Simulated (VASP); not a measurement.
Computed with PBEsol GGA, VASP's PBE PAW potentials (set 64) (plane waves; VASP).

Input for VASP

POSCAR:
```
Au(210) slab
1.0
  4.9980788148   0.0000000000   0.0000000000
  3.3320525432   3.7253476606   0.0000000000
  0.0000000000   0.0000000000  24.1285629814
Au
10
Cart
  1.2495197037   0.5588021491   7.9579378711
  3.7485591111   1.6764064473   8.8704559945
  6.2475985185   2.7940107455   9.7829741179
  0.4165065679   0.1862673830  10.6954922413
  2.9155459753   1.3038716812  11.6080103647
  5.4145853827   2.4214759794  12.5205526167
  7.9136247901   3.5390802776  13.4330707401
  2.0825328395   0.9313369152  14.3455888635
  4.5815722469   2.0489412133  15.2581069869
  7.0806116543   3.1665455115  16.1706251103
```

**KPOINTS**
```
K-points
0
Gamma
 8 8 1
0 0 0
```

INCAR:
```
! general
SYSTEM  = Au(210) slab
PREC    = Normal
ENCUT   = 400
LREAL   = .False.
LASPH   = .True.

! electronic loop
EDIFF   = 1E-5
NELM    = 100
NELMIN  = 4
ALGO    = Normal
LMAXMIX = 6

! smearing
ISMEAR  = 1
SIGMA   = 0.1

! functional
GGA     = PS

! ions
IBRION  = 2
NSW     = 50
ISIF    = 2
EDIFFG  = -0.03

! output
LWAVE   = .True.
LCHARG  = .False.

! other
LDIPOL  = .True.
IDIPOL  = 3
DIPOL   = 0.5 0.5 0.5
```

POTCAR, in this order: Au (PBE.64 set). Program: vasp_std.

**Question.** What will the output report for the number of irreducible k-points (NKPTS), largest plane-wave count, number of space-group operations, FFT grid (NGX, NGY, NGZ)?

**Answer.** 
number of irreducible k-points (NKPTS): 21
largest plane-wave count: 8203
number of space-group operations: 4
FFT grid (NGX, NGY, NGZ): 24 × 24 × 120

The cell is a thin slab with vacuum, built from Au (fcc): (210) face.
